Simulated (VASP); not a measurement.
Computed with G0W0 on PBE orbitals, VASP's PBE PAW potentials (set 64) (plane waves; VASP).

VASP input:

**KPOINTS**
```
Automatic mesh
0
Gamma
5 5 5
0 0 0
```

File POSCAR:
```
GaAs
1
    0.0000000000     2.8750900000     2.8750900000
    2.8750900000     0.0000000000     2.8750900000
    2.8750900000     2.8750900000     0.0000000000
Ga As
1 1
Direct
  0.0000000000   0.0000000000   0.0000000000
  0.2500000000   0.2500000000   0.2500000000
```

**INCAR**
```
# general
SYSTEM      = GaAs
PREC        = Normal
ENCUT       = 500   # plane-wave cut-off (eV)
LREAL       = .False.
LASPH       = .True.   # aspherical one-centre terms
NBANDS      = 96

# electronic loop
ALGO        = EVGW0

# smearing
ISMEAR      = 0
SIGMA       = 0.01

# functional
GGA         = PE   # PBE

# output
LWAVE       = .True.
LCHARG      = .False.

# other
ENCUTGW     = 170
NELMGW      = 1
NOMEGA      = 64
NBANDSGW    = 19
LSPECTRALGW = .True.
```

POTCAR, in this order: Ga_d_GW As_GW (PBE.64 set). Program: vasp_std. Read from the step before: W*.

What VASP printed:

OUTCAR:
```
 ion  position               nearest neighbor table
   1  0.000  0.000  0.000-   2 2.49   2 2.49   2 2.49   2 2.49
   2  0.250  0.250  0.250-   1 2.49   1 2.49   1 2.49   1 2.49
  LATTYP: Found a face centered cubic cell.
 ALAT       =     5.7501800000
 Subroutine PRICEL returns:
 Original cell was already a primitive cell.
 Subroutine GETGRP returns: Found 24 space group operations
The static configuration has the point symmetry T_d .
The dynamic configuration has the point symmetry T_d .
 Subroutine INISYM returns: Found 24 space group operations
 Subroutine IBZKPT returns following result:
 Found     10 irreducible k-points:

 Following reciprocal coordinates:
            Coordinates               Weight
  0.000000  0.000000  0.000000      1.000000
  0.200000  0.000000  0.000000      8.000000
  0.400000  0.000000  0.000000      8.000000
  0.200000  0.200000  0.000000      6.000000
  0.400000  0.200000  0.000000     24.000000
 -0.400000  0.200000  0.000000     24.000000
 -0.200000  0.200000  0.000000     12.000000
  0.400000  0.400000  0.000000      6.000000
 -0.400000  0.400000  0.000000     12.000000
...
```

OSZICAR:
```
energies w=
    0.000    0.000    0.203    0.000    0.405    0.000    0.606    0.000
    0.805    0.000    1.003    0.000    1.199    0.000    1.393    0.000
    1.584    0.000    1.772    0.000    1.958    0.000    2.141    0.000
    2.322    0.000    2.500    0.000    2.676    0.000    2.850    0.000
    3.022    0.000    3.193    0.000    3.362    0.000    3.531    0.000
    3.699    0.000    3.867    0.000    4.035    0.000    4.204    0.000
    4.374    0.000    4.546    0.000    4.720    0.000    4.896    0.000
    5.076    0.000    5.260    0.000    5.448    0.000    5.641    0.000
    5.841    0.000    6.047    0.000    6.262    0.000    6.486    0.000
    6.721    0.000    6.967    0.000    7.229    0.000    7.505    0.000
    7.800    0.000    8.116    0.000    8.456    0.000    8.825    0.000
    9.227    0.000    9.666    0.000   10.153    0.000   10.694    0.000
   11.299    0.000   11.984    0.000   12.767    0.000   13.670    0.000
   14.724    0.000   15.973    0.000   17.476    0.000   19.321    0.000
   21.638    0.000   24.633    0.000   28.651    0.000   34.315    0.000
   42.883    0.000   57.320    0.000   86.710    0.000  178.816    0.000
NQ=   1    0.0000    0.0000    0.0000,
 performed        232000 updates of chi_q(r,r)
NQ=   2    0.2000    0.0000    0.0000,
 performed        621000 updates of chi_q(r,r)
NQ=   3    0.4000    0.0000    0.0000,
 performed       1010000 updates of chi_q(r,r)
NQ=   4    0.2000    0.2000    0.0000,
 performed       1399000 updates of chi_q(r,r)
NQ=   5    0.4000    0.2000    0.0000,
 performed       1963000 updates of chi_q(r,r)
NQ=   6   -0.4000    0.2000    0.0000,
 performed       2527000 updates of chi_q(r,r)
NQ=   7   -0.2000    0.2000    0.0000,
 performed       3032000 updates of chi_q(r,r)
NQ=   8    0.4000    0.4000    0.0000,
 performed       3421000 updates of chi_q(r,r)
NQ=   9   -0.4000    0.4000    0.0000,
 performed       3926000 updates of chi_q(r,r)
NQ=  10   -0.4000    0.4000    0.2000,
 performed       4548000 updates of chi_q(r,r)
 resolving degeneracies of screened two electron integrals
```

OUTCAR:
```


 k-point   1 :       0.0000    0.0000    0.0000
  band No.  KS-energies  QP-energies   sigma(KS)   V_xc(KS)     V^pw_x(r,r')   Z            occupation Imag(sigma)

      1     -11.3401     -13.5009     -24.9853     -21.7273     -35.0911       0.6632       2.0000       0.2057
      2     -11.3401     -13.5009     -24.9853     -21.7273     -35.0911       0.6632       2.0000       0.2057
      3     -11.3401     -13.5009     -24.9853     -21.7273     -35.0911       0.6632       2.0000       0.2057
      4     -11.2735     -13.4555     -25.1014     -21.8158     -35.1808       0.6641       2.0000       0.1752
      5     -11.2735     -13.4555     -25.1014     -21.8158     -35.1808       0.6641       2.0000       0.1752
      6      -8.9660      -9.1568     -11.3844     -11.0713     -17.9437       0.6094       2.0000       0.8831
      7       3.4079       3.0560     -12.1500     -11.6854     -13.2881       0.7573       2.0000       0.0446
      8       3.4079       3.0560     -12.1500     -11.6854     -13.2881       0.7573       2.0000       0.0446
      9       3.4079       3.0560     -12.1500     -11.6854     -13.2881       0.7573       2.0000       0.0446
     10       3.5386       3.9910     -10.8379     -11.4272      -7.5287       0.7677       0.0000      -0.0464
     11       7.1085       7.1799      -9.7621      -9.8568      -5.5016       0.7539       0.0000      -0.0831
     12       7.1085       7.1799      -9.7621      -9.8568      -5.5016       0.7539       0.0000      -0.0831
     13       7.1085       7.1799      -9.7621      -9.8568      -5.5016       0.7539       0.0000      -0.0831
     14      10.8390      10.7401      -7.7822      -7.6518      -2.5763       0.7592       0.0000      -0.2283
     15      13.3752      13.3272      -9.6714      -9.6070      -4.3552       0.7462       0.0000      -0.3175
     16      13.3752      13.3272      -9.6714      -9.6070      -4.3552       0.7462       0.0000      -0.3175
     17      14.8202      14.5691      -7.8721      -7.5336      -2.1558       0.7417       0.0000      -0.4608
     18      14.8202      14.5691      -7.8721      -7.5336      -2.1558       0.7417       0.0000      -0.4608
     19      14.8202      14.5691      -7.8721      -7.5336      -2.1558       0.7417       0.0000      -0.4608

 k-point   2 :       0.2000    0.0000    0.0000
  band No.  KS-energies  QP-energies   sigma(KS)   V_xc(KS)     V^pw_x(r,r')   Z            occupation Imag(sigma)

      1     -11.3637     -13.4950     -24.8152     -21.5978     -34.8954       0.6624       2.0000       0.2144
      2     -11.3332     -13.4964     -25.0018     -21.7415     -35.1095       0.6635       2.0000       0.2049
      3     -11.3332     -13.4964     -25.0018     -21.7415     -35.1095       0.6635       2.0000       0.2049
      4     -11.2732     -13.4560     -25.1002     -21.8155     -35.1813       0.6645       2.0000       0.1752
      5     -11.2732     -13.4560     -25.1002     -21.8155     -35.1813       0.6645       2.0000       0.1752
      6      -8.5446      -8.7743     -11.6604     -11.2941     -18.0623       0.6271       2.0000       0.8613
      7       0.1470      -0.1413     -11.5509     -11.1554     -13.5565       0.7287       2.0000       0.1039
      8       2.9413       2.5679     -11.9297     -11.4346     -13.1649       0.7542       2.0000       0.0484
      9       2.9413       2.5679     -11.9297     -11.4346     -13.1649       0.7542       2.0000       0.0484
     10       4.7935       5.0470     -10.2936     -10.6253      -6.7275       0.7641       0.0000      -0.0554
     11       7.7675       7.8514      -9.8934     -10.0058      -5.4560       0.7470       0.0000      -0.0979
     12       7.7675       7.8514      -9.8934     -10.0058      -5.4560       0.7470       0.0000      -0.0979
     13       8.3660       8.4803     -10.0862     -10.2395      -5.5885       0.7452       0.0000      -0.1193
     14      12.2804      12.1531      -8.9792      -8.8099      -3.8320       0.7523       0.0000      -0.2714
     15      12.2804      12.1531      -8.9792      -8.8099      -3.8320       0.7523       0.0000      -0.2714
     16      12.3276      12.1738      -7.9500      -7.7437      -2.4989       0.7453       0.0000      -0.3027
     17      14.2966      14.1155      -8.0478      -7.8060      -2.4269       0.7486       0.0000      -0.4143
     18      17.7319      17.5608      -8.7330      -8.5024      -2.6102       0.7418       0.0000      -0.6977
     19      17.7319      17.5608      -8.7330      -8.5024      -2.6102       0.7418       0.0000      -0.6977

 k-point   3 :       0.4000    0.0000    0.0000
  band No.  KS-energies  QP-energies   sigma(KS)   V_xc(KS)     V^pw_x(r,r')   Z            occupation Imag(sigma)

      1     -11.3978     -13.4962     -24.6172     -21.4461     -34.6682       0.6617       2.0000       0.2249
      2     -11.3249     -13.4911     -25.0199     -21.7558     -35.1267       0.6636       2.0000       0.2031
      3     -11.3249     -13.4911     -25.0199     -21.7558     -35.1267       0.6636       2.0000       0.2031
      4     -11.2706     -13.4552     -25.1077     -21.8240     -35.1952       0.6653       2.0000       0.1762
      5     -11.2706     -13.4552     -25.1077     -21.8240     -35.1952       0.6653       2.0000       0.1762
      6      -7.5885      -7.8569     -12.2196     -11.8124     -18.2643       0.6591       2.0000       0.7891
      7      -2.5157      -2.8916     -11.0519     -10.5138     -14.4811       0.6985       2.0000       0.2921
      8       2.4124       2.0104     -11.7971     -11.2605     -13.2337       0.7491       2.0000       0.0550
      9       2.4124       2.0104     -11.7971     -11.2605     -13.2337       0.7491       2.0000       0.0550
     10       4.3355       4.5463      -9.9849     -10.2592      -6.4577       0.7685       0.0000      -0.0535
     11       8.0378       8.0758      -9.5492      -9.6001      -5.0504       0.7482       0.0000      -0.1037
     12       8.0378       8.0758      -9.5492      -9.6001      -5.0504       0.7482       0.0000      -0.1037
     13      11.0083      10.8850      -8.6598      -8.4924      -3.3397       0.7362       0.0000      -0.2486
     14      12.3969      12.3863      -8.7332      -8.7190      -3.2619       0.7464       0.0000      -0.3298
     15      13.7706      13.6980      -9.3943      -9.2966      -3.7705       0.7433       0.0000      -0.4113
     16      13.7706      13.6980      -9.3943      -9.2966      -3.7705       0.7433       0.0000      -0.4113
     17      16.4507      16.5414      -9.7460      -9.8701      -3.3390       0.7305       0.0000      -0.7078
     18      17.8652      17.7881      -9.8571      -9.7531      -3.5068       0.7426       0.0000      -0.8164
     19      17.8652      17.7881      -9.8571      -9.7531      -3.5068       0.7426       0.0000      -0.8164

 k-point   4 :       0.2000    0.2000    0.0000
  band No.  KS-energies  QP-energies   sigma(KS)   V_xc(KS)     V^pw_x(r,r')   Z            occupation Imag(sigma)

      1     -11.3769     -13.4996     -24.7674     -21.5612     -34.8431       0.6621       2.0000       0.2170
      2     -11.3262     -13.4916     -25.0205     -21.7572     -35.1304       0.6636       2.0000       0.2039
      3     -11.3262     -13.4916     -25.0205     -21.7572     -35.1304       0.6636       2.0000       0.2039
      4     -11.2793     -13.4576     -25.0796     -21.7968     -35.1557       0.6635       2.0000       0.1758
      5     -11.2696     -13.4543     -25.1083     -21.8238     -35.1927       0.6652       2.0000       0.1750
      6      -8.4023      -8.6366     -11.7185     -11.3460     -18.0670       0.6292       2.0000       0.8526
      7       0.1177      -0.1163     -11.7990     -11.4781     -13.7758       0.7291       2.0000       0.1020
      8       2.2030       1.7946     -11.5790     -11.0327     -13.0136       0.7476       2.0000       0.0574
      9       2.2030       1.7946     -11.5790     -11.0327     -13.0136       0.7476       2.0000       0.0574
     10       5.6968       5.7909      -9.6667      -9.7903      -5.8144       0.7620       0.0000      -0.0655
     11       6.4908       6.6625     -10.2107     -10.4375      -6.2479       0.7570       0.0000      -0.0744
     12       9.0459       9.1597     -10.2884     -10.4426      -5.5118       0.7381       0.0000      -0.1427
     13       9.0459       9.1597     -10.2884     -10.4426      -5.5118       0.7381       0.0000      -0.1427
     14      10.5880      10.4561      -8.6587      -8.4852      -3.8481       0.7599       0.0000      -0.1875
     15      13.4811      13.4342      -8.5315      -8.4686      -2.8424       0.7448       0.0000      -0.3910
     16      14.0011      13.9590      -9.6342      -9.5778      -4.1703       0.7461       0.0000      -0.3700
     17      16.1455      15.8979      -8.0086      -7.6761      -2.1500       0.7448       0.0000      -0.5594
     18      16.1455      15.8979      -8.0086      -7.6761      -2.1500       0.7448       0.0000      -0.5594
     19      16.8253      16.5530      -8.0513      -7.6872      -2.3142       0.7476       0.0000      -0.5315

 k-point   5 :       0.4000    0.2000    0.0000
  band No.  KS-energies  QP-energies   sigma(KS)   V_xc(KS)     V^pw_x(r,r')   Z            occupation Imag(sigma)

      1     -11.4033     -13.4999     -24.6222     -21.4522     -34.6790       0.6614       2.0000       0.2253
      2     -11.3185     -13.4881     -25.0353     -21.7689     -35.1445       0.6642       2.0000       0.2012
      3     -11.3159     -13.4878     -25.0450     -21.7778     -35.1567       0.6647       2.0000       0.2023
      4     -11.2810     -13.4579     -25.0742     -21.7928     -35.1521       0.6634       2.0000       0.1765
      5     -11.2672     -13.4536     -25.1135     -21.8299     -35.2024       0.6658       2.0000       0.1753
      6      -7.5824      -7.8429     -12.1361     -11.7392     -18.1765       0.6562       2.0000       0.7927
      7      -1.9437      -2.2768     -11.4781     -11.0063     -14.6100       0.7061       2.0000       0.2285
      8       1.1170       0.6972     -11.1127     -10.5428     -12.8034       0.7366       2.0000       0.0757
      9       1.7035       1.2709     -11.4737     -10.8898     -13.1221       0.7409       2.0000       0.0657
     10       5.7330       5.8109      -9.7023      -9.8044      -5.8891       0.7628       0.0000      -0.0651
     11       7.3585       7.5301      -9.9560     -10.1858      -5.5442       0.7466       0.0000      -0.0983
     12       9.0853       9.0137      -9.1933      -9.0979      -4.5811       0.7512       0.0000      -0.1327
     13       9.7293       9.8095     -10.0314     -10.1404      -5.0466       0.7351       0.0000      -0.1757
...
```
(Selected blocks of OUTCAR.)

The mesh is coarse and the basis finite, so the quasiparticle values are not converged. VASP warned that its frequency grid is unfit for quasiparticle energies.

The structure comes from a computed database's GaAs entry (F-43m); how it stands against other phases isn't given here. The cell was not relaxed at this level.
